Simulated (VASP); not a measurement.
OSZICAR of a VASP run on Fe (bcc):

OSZICAR:
```
       N       E                     dE             d eps       ncg     rms          rms(c)
DAV:   1     0.726565505461E+01    0.72657E+01   -0.42394E+03  9521   0.111E+03
DAV:   2    -0.195502444757E+02   -0.26816E+02   -0.25327E+02  9304   0.137E+02
DAV:   3    -0.199189782956E+02   -0.36873E+00   -0.36764E+00 10441   0.224E+01
DAV:   4    -0.199210240695E+02   -0.20458E-02   -0.20455E-02 10049   0.154E+00
DAV:   5    -0.199210474224E+02   -0.23353E-04   -0.23354E-04  9981   0.148E-01    0.131E+01
DAV:   6    -0.181520560967E+02    0.17690E+01   -0.24995E+01  9820   0.811E+01    0.959E+00
DAV:   7    -0.180918956453E+02    0.60160E-01   -0.29575E+00 10974   0.251E+01    0.533E+00
DAV:   8    -0.180935019358E+02   -0.16063E-02   -0.40010E-02  9968   0.264E+00    0.179E+00
DAV:   9    -0.180891092958E+02    0.43926E-02   -0.32695E-02  9338   0.221E+00    0.486E-01
DAV:  10    -0.180899922426E+02   -0.88295E-03   -0.87767E-03  9675   0.131E+00    0.226E-01
DAV:  11    -0.180898769942E+02    0.11525E-03   -0.16199E-03  9484   0.559E-01    0.112E-01
DAV:  12    -0.180900154469E+02   -0.13845E-03   -0.33162E-04  9479   0.258E-01    0.363E-02
DAV:  13    -0.180898640860E+02    0.15136E-03   -0.54285E-05 10674   0.856E-02    0.225E-02
DAV:  14    -0.180898600007E+02    0.40852E-05   -0.90914E-06 11633   0.397E-02    0.839E-03
DAV:  15    -0.180898547326E+02    0.52681E-05   -0.43855E-06  9608   0.263E-02    0.244E-03
DAV:  16    -0.180898587575E+02   -0.40249E-05   -0.47539E-07  9509   0.751E-03    0.122E-03
DAV:  17    -0.180898600629E+02   -0.13055E-05   -0.15747E-07  6950   0.445E-03    0.160E-03
DAV:  18    -0.180898586369E+02    0.14260E-05   -0.86435E-08  6939   0.352E-03    0.406E-04
DAV:  19    -0.180898584236E+02    0.21329E-06   -0.27007E-09  4632   0.707E-04    0.215E-04
DAV:  20    -0.180898582172E+02    0.20639E-06   -0.62245E-10  4626   0.392E-04    0.688E-05
DAV:  21    -0.180898581208E+02    0.96418E-07   -0.30478E-10  4626   0.255E-04
   1 F= -.18089858E+02 E0= -.18089858E+02  d E =0.000000E+00  mag=     2.5812
       N       E                     dE             ncg
```

Which electronic solver shows in the log?

It is blocked Davidson (ALGO = Normal, or the opening steps of other solvers). The INCAR had ALGO = Normal.

How was spin treated?

Collinear spin (ISPIN = 2): the summary line carries one mag value, 2.58 μB in the cell.

Can the final energy be trusted as converged?

The calculation finished and met its thresholds. It stopped with EDIFF = 1E-7, NELM = 100 (SCAN meta-GGA, plane waves, VASP's PBE PAW potentials (set 64)).

The compound is Fe in the bcc structure. It was relaxed first.
